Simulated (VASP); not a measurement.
Input:

```
AlRu
1.0
    2.97354     0.00000     0.00000
    0.00000     2.97354     0.00000
    0.00000     0.00000     2.97354
Al Ru
1 1
Direct
  0.50000   0.50000   0.50000
  0.00000   0.00000   0.00000
```

Level of theory: AM05 GGA, VASP's PBE PAW potentials (set 64) (plane waves; VASP 6.6.1). Run with 520 eV cut-off, Gaussian smearing of 0.050 eV, potentials Al Ru_pv.

### Question
Give the energies of bands 4 to 11 at the high-symmetry points, in eV from the Fermi level.

### Answer

```csv
band,Γ,X,M,R
4,-9.77,-5.94,-6.11,-4.72
5,-3.68,-5.49,-3.15,-4.72
6,-3.68,-2.85,-1.38,-4.72
7,0.22,-1.61,-1.38,1.68
8,0.22,-1.61,-1.17,1.68
9,0.22,0.48,-1.17,2.78
10,6.19,2.37,1.59,4.16
11,6.19,7.41,5.43,4.16
```

It has no gap at this level: it comes out as a metal or semimetal.

The compound is RuAl in the CsCl type structure. It was relaxed first. The electron count is odd and the run is not spin-polarised, which forces a metal.
